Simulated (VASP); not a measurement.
Method: AM05 GGA, VASP's PBE PAW potentials (set 64) (plane waves; VASP).

A VASP calculation is set up with these files.

File POSCAR:
```
FeAl
1
    2.8405691761     0.0000000000    -0.0000000000
    0.0000000000     2.8405691761    -0.0000000000
    0.0000000000     0.0000000000     2.8405691761
Al Fe
1 1
Direct
  0.5000000000   0.5000000000   0.5000000000
  0.0000000000   0.0000000000   0.0000000000
```

### INCAR
```
SYSTEM = FeAl
PREC = Accurate
ENCUT = 520
EDIFF = 1E-6
NELM = 100
ALGO = Normal
LREAL = .FALSE.
LASPH = .TRUE.
ISMEAR = 1
SIGMA = 0.1
GGA = AM
LMAXMIX = 4
LWAVE = .FALSE.
LCHARG = .FALSE.
IBRION = 2
ISIF = 3
NSW = 60
EDIFFG = -0.01
```

### KPOINTS
```
Automatic mesh
0
gamma
  12 12 12
```

POTCAR, in this order: Al Fe (PBE.64 set). Program: vasp_std.

### Question
Estimate the energy per atom (σ→0), band gap (on the k-mesh).

### Answer

```
Item                                                         Value
------------------------  ----------------------------------------
energy per atom (σ→0)                               -6.700 eV/atom
band gap (on the k-mesh)  none (metal, semimetal or under 0.01 eV)
```

File OSZICAR:
```
...
DAV:   6    -0.174053382660E+02   -0.18604E+01   -0.76826E+01  1725   0.139E+02    0.179E+01
DAV:   7    -0.134598042004E+02    0.39455E+01   -0.37361E+01  1699   0.860E+01    0.261E+00
DAV:   8    -0.134200317674E+02    0.39772E-01   -0.24068E-01  1698   0.610E+00    0.153E+00
DAV:   9    -0.134014300265E+02    0.18602E-01   -0.55390E-02  1874   0.345E+00    0.382E-01
DAV:  10    -0.134008898324E+02    0.54019E-03   -0.11162E-03  1910   0.489E-01    0.183E-01
DAV:  11    -0.134008562014E+02    0.33631E-04   -0.40945E-05  1730   0.769E-02    0.106E-02
DAV:  12    -0.134008553640E+02    0.83740E-06   -0.14744E-06  1253   0.118E-02
   1 F= -.13400855E+02 E0= -.13400991E+02  d E =-.134009E+02
```

The compound is FeAl in the CsCl type structure. It was relaxed first, which changed the volume by -7 %. The start is the result of an earlier pass. The run is not spin-polarised, so no magnetic state was tried. The electron count is odd and the run is not spin-polarised, which forces a metal.
